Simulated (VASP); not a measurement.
Data:

```xyz
6
Lattice="4.1745 0.0000 0.0000 0.0000 4.1745 0.0000 0.0000 0.0000 4.1745" Properties=species:S:1:pos:R:3 pbc="T T T"
Cu     3.1308     1.0436     3.1308
Cu     1.0436     3.1308     3.1308
Cu     3.1308     3.1308     1.0436
Cu     1.0436     1.0436     1.0436
O      4.1745     4.1745     4.1745
O      2.0872     2.0872     2.0872
```

These are PBE GGA with D4 dispersion, VASP's PBE PAW potentials (set 64) (plane waves; VASP) values and carry that method's errors. Run with 520 eV cut-off, 5×5×5 Γ-centred mesh, Gaussian smearing of 0.050 eV, potentials Cu O.

Problem. Give the stress tensor in GPa (positive for a compressed cell).

Solution. 
```
8.94  0.00  0.00
0.00  8.94  0.00
0.00  0.00  8.94
```
The pressure is its mean diagonal, 8.94 GPa.

The compound is Cu2O in the cuprite structure. This cell is one point of a volume scan, at 0.94 of the reference volume.
